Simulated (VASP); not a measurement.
Given:

```xyz
2
Lattice="0.0000 2.4181 2.4181 2.4181 0.0000 2.4181 2.4181 2.4181 0.0000" Properties=species:S:1:pos:R:3 pbc="T T T"
Ca     0.0000     0.0000     0.0000
O      2.4181     2.4181     2.4181
```

Level of theory: AM05 GGA, VASP's PBE PAW potentials (set 64) (plane waves; VASP 6.6.1). Numerical set-up: 520 eV cut-off, 10×10×10 Γ-centred mesh, Gaussian smearing of 0.050 eV, potentials Ca_sv O.

The job: CaO (rock salt), 2 atoms, AM05, static run, 520 eV, 10×10×10 Γ-centred mesh. Roughly how much core time does it take on a busy server core?

About 10 core-seconds (one run on a shared machine, a rough figure). It had 47 irreducible k-points, 12 bands, up to 778 plane waves and 15 electronic steps.

The compound is CaO in the rock salt structure. This cell is one point of a volume scan, at 1.03 of the reference volume.
